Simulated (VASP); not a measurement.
Input for VASP

**INCAR**
```
PREC = Accurate
NSW = 60
LWAVE = .FALSE.
LMAXMIX = 4   ! l cut-off of mixed one-centre charges
ALGO = Normal   ! blocked Davidson
LCHARG = .FALSE.
EDIFFG = -0.01   ! ionic stop
NELM = 100
ISMEAR = 1
SYSTEM = Se
ENCUT = 400   ! plane-wave cut-off (eV)
IBRION = 2   ! conjugate gradients
METAGGA = R2SCAN
LMIXTAU = .TRUE.
SIGMA = 0.1   ! width (eV)
LASPH = .TRUE.   ! aspherical one-centre terms
ISIF = 3   ! ions, shape and volume
EDIFF = 1E-6
LREAL = .FALSE.   ! projection in real space or not
```

KPOINTS:
```
K-points
0
G
 12 12 12
```

POSCAR:
```
Se
1.0
  2.8196986231   0.0000000000   0.0000000000
  0.0000000000   2.8196986231   0.0000000000
  0.0000000000   0.0000000000   2.8196986231
Se
1
Cartesian
  0.0000000000   0.0000000000   0.0000000000
```

POTCAR, in this order: Se (PBE.64 set). Program: vasp_std.

Q: Write an equivalent input for Ansatz.

A: One equivalent input (not run):
Ansatz 0.2 input:
```yaml
crystal:
  lattice:
    - [2.8196986, 0.0000000, 0.0000000]
    - [0.0000000, 2.8196986, 0.0000000]
    - [0.0000000, 0.0000000, 2.8196986]
  atoms:
    - { symbol: Se, position: [0.0000000, 0.0000000, 0.0000000] }
kpoints:
  mp_grid: { grid: [12, 12, 12] }
hamiltonian:
  xc: r2scan
  pseudopotentials: { kind: paw }
scf:
  occupations: { method: methfessel_paxton, width: 0.1 }
  max_iter: 100
relax:
  max_steps: 60
  f_tol: 0.01
  cell: {}
output: { forces: true, stress: true, eigenvalues: true }
```
The two are equivalent in intent, not identical: each code has its own PAW files, so the cut-off isn't converted (ENCUT is set for VASP's; basis.ecutwfc is left out, and Ansatz then takes the one that its files recommend); Ansatz stops its SCF on the density residual and VASP on the energy change (EDIFF).

The structure was generated: Se was put into the simple-cubic type (Pm-3m), which need not be its known phase. This run relaxes it. Symmetry was kept, so distortions that lower it aren't found. The start is the result of an earlier pass.
